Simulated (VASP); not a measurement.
Consider the following.

```
Na
1.0
   -2.13000     2.13000     2.13000
    2.13000    -2.13000     2.13000
    2.13000     2.13000    -2.13000
Na
1
Cartesian
  0.00000   0.00000   0.00000
```

Computed with PBE GGA, VASP's PBE PAW potentials (set 64) (plane waves; VASP 6.6.1). Run with PREC = Low, 400 eV cut-off, 11×11×11 Γ-centred mesh, first-order Methfessel-Paxton smearing of 0.10 eV, potentials Na_pv.

Question: What does the run give for the energy per atom (σ→0), band gap (on the k-mesh) with the smallest direct gap where there is one?

Answer: 
- band gap (on the k-mesh): none (metal, semimetal or under 0.01 eV)
- energy per atom (σ→0): -1.326 eV/atom

The absolute energy has meaning only against runs of the same code, potentials and settings.

The compound is Na in the bcc structure. The cell was not relaxed at this level. The run is one of a series of settings (PREC = Low against the base run), some of them coarse on purpose.
